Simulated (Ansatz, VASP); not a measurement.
# Two plane-wave programs on GaGe3

```xyz
4
Lattice="4.2785 0.0000 0.0000 0.0000 4.2785 0.0000 0.0000 0.0000 4.2785" Properties=species:S:1:pos:R:3 pbc="T T T"
Ga    0.0000    0.0000    0.0000
Ge    0.0000    2.1392    2.1392
Ge    2.1392    0.0000    2.1392
Ge    2.1392    2.1392    0.0000
```

Alike in both runs: task single point; functional r2SCAN; k mesh 4 × 4 × 4; occupations gaussian, width 0.1 eV; no spin polarisation.

|  | VASP | Ansatz |
| --- | --- | --- |
| version | VASP 6.6.1 | Ansatz 0.2.0 |
| potentials or method | VASP PAW PBE potentials, release 64 (Ga_d, Ge_d) | scalar-relativistic, plane waves, PAW |
| plane-wave cutoff (eV) | 520 | 500 |
| valence electrons in the cell | 55 | 55 |

VASP gave:

| Quantity | Value |
| --- | --- |
| gap on the k mesh at the Fermi level (eV) | none |
| pressure (GPa) | -2.8 |

Problem. Which values does Ansatz return?

Solution. gap on the k mesh at the Fermi level (eV): none; pressure (GPa): -2.7.

A gap of «none» marks a metal or a gap that the smearing closes.

Caveats: the k mesh is coarse (spacing up to 0.37 Å⁻¹), so the values aren't converged; the PAW data sets were made with another functional, which shifts forces and pressure a little (VASP).
